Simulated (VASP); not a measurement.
Method: PBE GGA with D3 dispersion (zero damping), VASP's PBE PAW potentials (set 64) (plane waves; VASP 6.6.1).

Input for VASP

INCAR:
```
! general
SYSTEM  = CuZn
PREC    = Accurate
ENCUT   = 520   ! plane-wave cut-off (eV)
LREAL   = .False.   ! projection in real space or not
LASPH   = .True.   ! aspherical one-centre terms
ICHARG  = 11   ! fixed density

! electronic loop
EDIFF   = 1E-7   ! SCF stop (eV)
NELM    = 100   ! most electronic steps
ALGO    = Normal
LMAXMIX = 4

! smearing
ISMEAR  = 0
SIGMA   = 0.05

! functional
GGA     = PE
IVDW    = 11

! output
LWAVE   = .False.
LCHARG  = .False.
LORBIT  = 11   ! lm-projected
```

**POSCAR**
```
CuZn
5.8203760
  0.4999999877   0.0000000000   0.0000000000
  0.0000000000   0.4999999877   0.0000000000
  0.0000000000   0.0000000000   0.4999999877
Zn Cu
1 1
Cartesian
  0.2499999939   0.2499999939   0.2499999939
  0.0000000000   0.0000000000   0.0000000000
```

File KPOINTS:
```
k-points along high-symmetry lines
15
Line-mode
Reciprocal
  0.000000   0.000000   0.000000 ! GAMMA
  0.000000   0.500000   0.000000 ! X

  0.000000   0.500000   0.000000 ! X
  0.500000   0.500000   0.000000 ! M

  0.500000   0.500000   0.000000 ! M
  0.000000   0.000000   0.000000 ! GAMMA

  0.000000   0.000000   0.000000 ! GAMMA
  0.500000   0.500000   0.500000 ! R

  0.500000   0.500000   0.500000 ! R
  0.000000   0.500000   0.000000 ! X

  0.500000   0.500000   0.500000 ! R
  0.500000   0.500000   0.000000 ! M
```

POTCAR, in this order: Zn Cu (PBE.64 set). Program: vasp_std. Read from the step before: CHGCAR.

Output of the run:

OUTCAR:
```
 ion  position               nearest neighbor table
   1  0.500  0.500  0.500-   2 2.52   2 2.52   2 2.52   2 2.52   2 2.52   2 2.52   2 2.52   2 2.52
  LATTYP: Found a simple cubic cell.
 ALAT       =     2.9101879286
 Subroutine PRICEL returns:
 Original cell was already a primitive cell.
 Subroutine GETGRP returns: Found 48 space group operations
The static configuration has the point symmetry O_h .
The dynamic configuration has the point symmetry O_h .
 Subroutine INISYM returns: Found 48 space group operations
   k-points           NKPTS =     90   k-points in BZ     NKDIM =     90   number of bands    NBANDS=     15
   number of dos      NEDOS =    301   number of ions     NIONS =      2
   total plane-waves  NPLWV =  13824
   dimension x,y,z NGX =    24 NGY =   24 NGZ =   24
   dimension x,y,z NGXF=    48 NGYF=   48 NGZF=   48
   ions per type =               1   1
   PREC   = accura    normal or accurate (medium, high low for compatibility)
   ISTART =      0    job   : 0-new  1-cont  2-samecut
   ICHARG =     11    charge: 1-file 2-atom 10-const
   ISPIN  =      1    spin polarized calculation?
   LNONCOLLINEAR =      F non collinear calculations
   LSORBIT =      F    spin-orbit coupling
   INIWAV =      1    electr: 0-lowe 1-rand  2-diag
   ENCUT  =  520.0 eV  38.22 Ry    6.18 a.u.   5.41  5.41  5.41*2*pi/ulx,y,z
   NELM   =    100;   NELMIN=  2; NELMDL= -5     # of ELM steps
   EDIFF  = 0.1E-06   stopping-criterion for ELM
   LREAL  =      F    real-space projection
   NLSPLINE    = F    spline interpolate recip. space projectors
   LMAXMIX     =    4 max onsite mixed and CHGCAR
   VOSKOWN=      0    Vosko Wilk Nusair interpolation
   EDIFFG = 0.1E-05   stopping-criterion for IOM
   NSW    =      0    number of steps for IOM
   NBLOCK =      1;   KBLOCK =      1    inner block; outer block
   IBRION =     -1    ionic relax: 0-MD 1-quasi-New 2-CG
   NFREE  =      0    steps in history (QN), initial steepest desc. (CG)
   ISIF   =      2    stress and relaxation
   ISYM   =      2    0-nonsym 1-usesym 2-fastsym
   TEIN   =    0.0    initial temperature
   TEBEG  =    0.0;   TEEND  =   0.0 temperature during run
   SMASS  =  -3.00    Nose mass-parameter (am)
   PSTRESS=    0.0 pullay stress
   NELECT =      23.0000    total number of electrons
   EFERMI =   0.00;   METHOD = LEGACY
   ISMEAR =     0;   SIGMA  =   0.05  broadening in eV -4-tet -1-fermi 0-gaus
   IALGO  =     38    algorithm
   LDIAG  =      T    sub-space diagonalisation (order eigenvalues)
   IMIX   =      4    mixing-type and parameters
     AMIX     =   0.40;   BMIX     =  1.00
     AMIX_MAG =   1.60;   BMIX_MAG =  1.00
     AMIN     =   0.10
   GGA     = PE    functional components
   VOSKOWN =     0    Vosko Wilk Nusair interpolation
   LHFCALC =     F    Hartree Fock is set to
   LHFONE  =     F    Hartree Fock one center treatment
   AEXX    =    0.0000 exact exchange contribution
   IVDW    =    11    specifies the selected vdW correction
   LEPSILON=     F    determine dielectric tensor
   LRPA    =     F    only Hartree local field effects (RPA)
  energy-cutoff  :      520.00
  volume of cell :       24.65
      direct lattice vectors                 reciprocal lattice vectors
     2.910187929  0.000000000  0.000000000     0.343620421  0.000000000  0.000000000
     0.000000000  2.910187929  0.000000000     0.000000000  0.343620421  0.000000000
     0.000000000  0.000000000  2.910187929     0.000000000  0.000000000  0.343620421
 k-point     1 :   0.0000 0.0000 0.0000  plane waves:     691
 k-point     2 :   0.0000 0.0357 0.0000  plane waves:     679
 k-point     3 :   0.0000 0.0714 0.0000  plane waves:     659
 k-point     4 :   0.0000 0.1071 0.0000  plane waves:     667
 k-point     5 :   0.0000 0.1429 0.0000  plane waves:     667
 k-point     6 :   0.0000 0.1786 0.0000  plane waves:     667
 k-point     7 :   0.0000 0.2143 0.0000  plane waves:     675
 k-point     8 :   0.0000 0.2500 0.0000  plane waves:     671
 k-point     9 :   0.0000 0.2857 0.0000  plane waves:     671
 k-point    10 :   0.0000 0.3214 0.0000  plane waves:     667
 k-point    11 :   0.0000 0.3571 0.0000  plane waves:     671
...
```

### OSZICAR
```
       N       E                     dE             d eps       ncg     rms          rms(c)
DAV:   1     0.111503848559E+03    0.11150E+03   -0.11853E+04  2820   0.263E+03
DAV:   2    -0.105531285854E+01   -0.11256E+03   -0.10934E+03  2707   0.327E+02
DAV:   3    -0.406039032905E+01   -0.30051E+01   -0.30001E+01  3330   0.707E+01
DAV:   4    -0.408107195682E+01   -0.20682E-01   -0.20679E-01  3344   0.523E+00
DAV:   5    -0.408134750762E+01   -0.27555E-03   -0.27554E-03  3491   0.607E-01
DAV:   6    -0.408135573469E+01   -0.82271E-05   -0.82268E-05  3395   0.872E-02
DAV:   7    -0.408135612332E+01   -0.38863E-06   -0.38941E-06  3477   0.197E-02
DAV:   8    -0.408135613801E+01   -0.14693E-07   -0.13682E-07  2893   0.318E-03
   1 F= -.49686896E+01 E0= -.49679360E+01  d E =-.150719E-02
```

**OUTCAR**
```
 val. band max:        7.7621992047   @ k =   0.0000   0.2143   0.0000

 cond. band min:       7.8036601526   @ k =   0.5000   0.5000   0.0000



 k-point     1 :       0.0000    0.0000    0.0000
  band No.  band energies     occupation
      1      -4.7300      2.00000
      2      -2.0861      2.00000
      3      -2.0861      2.00000
      4      -1.3296      2.00000
      5      -1.3296      2.00000
      6      -1.3296      2.00000
      7       2.2033      2.00000
      8       2.2033      2.00000
      9       3.0889      2.00000
     10       3.0889      2.00000
     11       3.0889      2.00000
     12      12.2507      0.00000
     13      12.2507      0.00000
     14      12.2507      0.00000
     15      17.3741      0.00000

 k-point     2 :       0.0000    0.0357    0.0000
  band No.  band energies     occupation
      1      -4.7063      2.00000
      2      -2.0830      2.00000
      3      -2.0807      2.00000
      4      -1.3318      2.00000
      5      -1.3318      2.00000
      6      -1.3285      2.00000
      7       2.2016      2.00000
      8       2.2057      2.00000
      9       3.0804      2.00000
     10       3.0804      2.00000
     11       3.0879      2.00000
     12      11.9962      0.00000
     13      12.2873      0.00000
     14      12.2873      0.00000
     15      17.3864      0.00000

 k-point     3 :       0.0000    0.0714    0.0000
  band No.  band energies     occupation
      1      -4.6352      2.00000
      2      -2.0741      2.00000
      3      -2.0648      2.00000
      4      -1.3382      2.00000
      5      -1.3382      2.00000
      6      -1.3251      2.00000
      7       2.1968      2.00000
      8       2.2124      2.00000
      9       3.0556      2.00000
     10       3.0556      2.00000
     11       3.0849      2.00000
     12      11.3537      0.00000
     13      12.3967      0.00000
     14      12.3967      0.00000
     15      17.4233      0.00000

...
```

The density is held fixed in this step, so its total energy and stress have no physical meaning.

The compound is CuZn in the CsCl type structure. It was relaxed first. The electron count is odd and the run is not spin-polarised, which forces a metal.
